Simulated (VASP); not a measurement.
Input:

```yaml
crystal:
  lattice:
    - [0.00000, 2.00204, 2.00204]
    - [2.00204, 0.00000, 2.00204]
    - [2.00204, 2.00204, 0.00000]
  atoms:
    - { symbol: Li, position: [0.00000, 0.00000, 0.00000] }
    - { symbol: F, position: [0.50000, 0.50000, 0.50000] }
```

These are PBEsol GGA, VASP's PBE PAW potentials (set 64) (plane waves; VASP) values and carry that method's errors. Run with 650 eV cut-off, 10×10×10 Γ-centred mesh, Gaussian smearing of 0.050 eV, potentials Li_sv F.

Task: Give the elastic stiffness tensor with the ions relaxed (GPa, in the frame of the cell).

Result: 
|  | xx | yy | zz | yz | xz | xy |
|---|---|---|---|---|---|---|
| xx | 132 | 44.6 | 44.6 | 0.0 | 0.0 | 0.0 |
| yy | 44.6 | 132 | 44.6 | 0.0 | 0.0 | 0.0 |
| zz | 44.6 | 44.6 | 132 | 0.0 | 0.0 | 0.0 |
| yz | 0.0 | 0.0 | 0.0 | 62.5 | 0.0 | 0.0 |
| xz | 0.0 | 0.0 | 0.0 | 0.0 | 62.5 | 0.0 |
| xy | 0.0 | 0.0 | 0.0 | 0.0 | 0.0 | 62.5 |

Task: What does the run give for the Hill bulk modulus, Hill shear modulus, Young's modulus, Poisson's ratio?

Result: 
| Item | Result |
|---|---|
| Hill bulk modulus | 73.9 GPa |
| Hill shear modulus | 54.3 GPa |
| Young's modulus | 131 GPa |
| Poisson's ratio | 0.205 |

The compound is LiF in the rock salt structure. It was relaxed first.
